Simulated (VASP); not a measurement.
# CHBrClF: training a force field on the fly

CHBrClF, molecule in box, 5 atoms in the cell. PBE, machine-learned force field trained on the fly; PAW potentials F, C, Cl, Br, H (PBE set).

## Input

INCAR.step1:
```
SYSTEM = HCBrClF
PREC = Normal
ENCUT = 400
EDIFF = 1E-5
LREAL = .FALSE.
ALGO = Fast
NELMIN = 4
NELM = 100
ISYM = 0
ISMEAR = 0
SIGMA = 0.05
LWAVE = .FALSE.
LCHARG = .FALSE.
IBRION = 0
ISIF = 2
TEBEG = 300
POTIM = 0.7
RANDOM_SEED = 689080 0 0
MDALGO = 1
ANDERSEN_PROB = 0.1
NSW = 160
ML_LMLFF = .TRUE.
ML_MODE = train
ML_CTIFOR = 1E-6
ML_WTSIF = 1E-10
ML_NMDINT = 1
ML_ICRITERIA = 0
```

INCAR.step2:
```
SYSTEM = HCBrClF
PREC = Normal
ENCUT = 400
EDIFF = 1E-5
LREAL = .FALSE.
ALGO = Fast
NELMIN = 4
NELM = 100
ISYM = 0
ISMEAR = 0
SIGMA = 0.05
LWAVE = .FALSE.
LCHARG = .FALSE.
IBRION = 0
ISIF = 2
TEBEG = 180
POTIM = 0.7
RANDOM_SEED = 780361 0 0
MDALGO = 3
LANGEVIN_GAMMA = 10 10 10 10 10
NSW = 2000
TEEND = 375
ML_LMLFF = .TRUE.
ML_MODE = train
ML_CTIFOR = 0.02
ML_WTSIF = 1E-10
ML_NMDINT = 2
```

INCAR.step3:
```
SYSTEM = HCBrClF
PREC = Normal
ENCUT = 400
EDIFF = 1E-5
LREAL = .FALSE.
ALGO = Fast
NELMIN = 4
NELM = 100
ISYM = 0
ISMEAR = 0
SIGMA = 0.05
LWAVE = .FALSE.
LCHARG = .FALSE.
ML_LMLFF = .TRUE.
ML_MODE = refit
ML_WTSIF = 1E-10
```

INCAR.step4:
```
SYSTEM = HCBrClF
PREC = Normal
ENCUT = 400
ISYM = 0
ISMEAR = 0
SIGMA = 0.05
LWAVE = .FALSE.
LCHARG = .FALSE.
ML_LMLFF = .TRUE.
ML_MODE = run
NWRITE = 2
IBRION = -1
NSW = 0
```

INCAR.step5:
```
SYSTEM = HCBrClF
PREC = Normal
ENCUT = 400
EDIFF = 1E-5
LREAL = .FALSE.
ALGO = Fast
NELMIN = 4
NELM = 100
ISYM = 0
ISMEAR = 0
SIGMA = 0.05
LWAVE = .FALSE.
LCHARG = .FALSE.
```

INCAR.step6:
```
SYSTEM = HCBrClF
PREC = Normal
ENCUT = 400
ISYM = 0
ISMEAR = 0
SIGMA = 0.05
LWAVE = .FALSE.
LCHARG = .FALSE.
ML_LMLFF = .TRUE.
ML_MODE = run
NWRITE = 0
IBRION = 2
NSW = 300
EDIFFG = -2E-4
ISIF = 2
```

KPOINTS:
```
k-points
0
Gamma
  1 1 1
```

POSCAR.step1:
```
HCBrClF
1.0
    9.0000000000      0.0000000000      0.0000000000
    0.0000000000      8.5000000000      0.0000000000
    0.0000000000      0.0000000000      8.5000000000
F C Cl Br H
1 1 1 1 1
Direct
    0.4444333300      0.5157176400      0.6460411800
    0.5020444500      0.5082941200      0.5009823600
    0.6516555500      0.3762823600      0.4985235300
    0.3483444500      0.4477294100      0.3539588200
    0.5417333300      0.6237176400      0.4654294000
```

Commands (each step's output is kept before the next begins):
```
cat potpaw_PBE.64/F/POTCAR potpaw_PBE.64/C/POTCAR potpaw_PBE.64/Cl/POTCAR potpaw_PBE.64/Br/POTCAR potpaw_PBE.64/H/POTCAR > POTCAR
cp INCAR.step1 INCAR
cp POSCAR.step1 POSCAR
mpirun -np 4 vasp_gam > vasp.out
cp ML_ABN ../ML_AB
cp CONTCAR POSCAR
cp ../ML_AB ML_AB
cp INCAR.step2 INCAR
mpirun -np 4 vasp_gam > vasp.out
cp ML_ABN ../ML_AB
cp CONTCAR POSCAR
cp ../ML_AB ML_AB
cp INCAR.step3 INCAR
mpirun -np 4 vasp_gam > vasp.out
cp ML_FFN ../ML_FF
cp ../ML_FF ML_FF
rm ML_AB
cp INCAR.step4 INCAR
mpirun -np 4 vasp_gam > vasp.out
cp INCAR.step5 INCAR
mpirun -np 4 vasp_gam > vasp.out
cp INCAR.step6 INCAR
mpirun -np 4 vasp_gam > vasp.out
cp CONTCAR ../POSCAR.min
cp CONTCAR POSCAR
cp INCAR.step5 INCAR
mpirun -np 4 vasp_gam > vasp.out
cp INCAR.step4 INCAR
mpirun -np 4 vasp_gam > vasp.out
```

## Result

- Force error of the fit (eV/Å): 0.004
- Energy error of the fit (eV/atom): 0.0000

The training runs are MD at 180 to 375 K, 1.5 ps in all.

Between the relaxed minimum and a frame of the training run, the force field gives 0.040 eV and DFT 0.039 eV.

ML_LOGFILE.step1:
```
# STATUS This line describes the overall status of each step.
# STATUS
# STATUS nstep ..... MD time step or input structure counter
# STATUS state ..... One-word description of step action
# STATUS             - "accurate"  (1) : Errors are low, force field is used
# STATUS             - "threshold" (2) : Errors exceeded threshold, structure is sampled from ab initio
# STATUS             - "learning"  (3) : Stored configurations are used for training force field
# STATUS             - "critical"  (4) : Errors are high, ab initio sampling and learning is enforced
# STATUS             - "predict"   (5) : Force field is used in prediction mode only, no error checking
# STATUS             - "predfast"  (6) : Prediction mode only, no error checking, no error estimates
# STATUS             - "interval"  (7) : Errors exceeded threshold, but too close to last sampling (ML_NMDINT)
# STATUS is ........ Integer representation of above one-word description (integer in parenthesis)
# STATUS doabin .... Perform ab initio calculation (T/F)
# STATUS iff ....... Force field available (T/F, False after startup hints to possible convergence problems)
[... 34 lines left out ...]
BEEF                  157   3.25869425E-06   3.34243653E-03   1.56451715E-03   1.00000000E-06   2.61155311E-02   1.73507580E-02
BEEF                  158   3.43961329E-06   3.48843550E-03   1.63730606E-03   1.00000000E-06   2.61023250E-02   1.73199789E-02
BEEF                  159   3.55494012E-06   3.57005616E-03   1.67390285E-03   1.00000000E-06   2.62613699E-02   1.73334890E-02
BEEF                  160   3.55488897E-06   3.54845535E-03   1.66003776E-03   1.00000000E-06   2.58051193E-02   1.69069324E-02
ERR                   157   5.30848396E-05   6.44081599E-03   2.63576088E+00
ERR                   158   5.31350188E-05   6.43835643E-03   2.63134485E+00
ERR                   159   5.29962148E-05   6.45604873E-03   2.62906332E+00
ERR                   160   5.27739276E-05   6.41111944E-03   2.62540659E+00
```

ML_LOGFILE.step2:
```
# STATUS This line describes the overall status of each step.
# STATUS
# STATUS nstep ..... MD time step or input structure counter
# STATUS state ..... One-word description of step action
# STATUS             - "accurate"  (1) : Errors are low, force field is used
# STATUS             - "threshold" (2) : Errors exceeded threshold, structure is sampled from ab initio
# STATUS             - "learning"  (3) : Stored configurations are used for training force field
# STATUS             - "critical"  (4) : Errors are high, ab initio sampling and learning is enforced
# STATUS             - "predict"   (5) : Force field is used in prediction mode only, no error checking
# STATUS             - "predfast"  (6) : Prediction mode only, no error checking, no error estimates
# STATUS             - "interval"  (7) : Errors exceeded threshold, but too close to last sampling (ML_NMDINT)
# STATUS is ........ Integer representation of above one-word description (integer in parenthesis)
# STATUS doabin .... Perform ab initio calculation (T/F)
# STATUS iff ....... Force field available (T/F, False after startup hints to possible convergence problems)
[... 34 lines left out ...]
BEEF                 1997   8.81798840E-06   4.40049754E-03   2.01835260E-03   2.00000000E-02   3.47187958E-02   1.92812801E-02
BEEF                 1998   8.28714323E-06   3.69963509E-03   1.71014380E-03   2.00000000E-02   3.42528673E-02   1.84836917E-02
BEEF                 1999   8.02288174E-06   3.69565859E-03   1.68792162E-03   2.00000000E-02   3.39892140E-02   1.81952035E-02
BEEF                 2000   7.97856664E-06   4.02762194E-03   1.79174393E-03   2.00000000E-02   3.38395743E-02   1.81429318E-02
ERR                     0   5.27691632E-05   6.41277301E-03   2.62475790E+00
ERR                   172   5.54287306E-05   6.78785335E-03   2.60018487E+00
ERR                  1236   5.93831111E-05   6.76950367E-03   2.58271768E+00
ERR                  1946   5.42415546E-05   6.45166299E-03   2.58262294E+00
```

ML_LOGFILE.step3:
```
# STATUS This line describes the overall status of each step.
# STATUS
# STATUS nstep ..... MD time step or input structure counter
# STATUS state ..... One-word description of step action
# STATUS             - "accurate"  (1) : Errors are low, force field is used
# STATUS             - "threshold" (2) : Errors exceeded threshold, structure is sampled from ab initio
# STATUS             - "learning"  (3) : Stored configurations are used for training force field
# STATUS             - "critical"  (4) : Errors are high, ab initio sampling and learning is enforced
# STATUS             - "predict"   (5) : Force field is used in prediction mode only, no error checking
# STATUS             - "predfast"  (6) : Prediction mode only, no error checking, no error estimates
# STATUS             - "interval"  (7) : Errors exceeded threshold, but too close to last sampling (ML_NMDINT)
# STATUS is ........ Integer representation of above one-word description (integer in parenthesis)
# STATUS doabin .... Perform ab initio calculation (T/F)
# STATUS iff ....... Force field available (T/F, False after startup hints to possible convergence problems)
[... 20 lines left out ...]
# BEEF bee_ave_stress ... Bayesian error estimate of stresses (average) (kB)
# BEEF              nstep       bee_energy    bee_max_force    bee_ave_force        threshold   bee_max_stress   bee_ave_stress
# BEEF                  2                3                4                5                6                7                8
# SPRSC This line shows the results of sparsification regarding the number
# SPRSC of reference structures and local reference configurations.
# SPRSC
STATUS                  0  learning  3      T      F         0         0
STATUS                  1  accurate  1      F      T         1         1
SPRSC                   0       175       175 F         55        55 C         66        66 Cl        45        45 Br        47        47 H         57        57
ERR                     0   3.58408752E-05   3.78864732E-03   2.55977628E+00
```

Limits: the nuclei move classically.

VASP 6.6.1 took 250 s on 4 cores (Intel Xeon Platinum 8559C (Emerald Rapids)), a shared host.
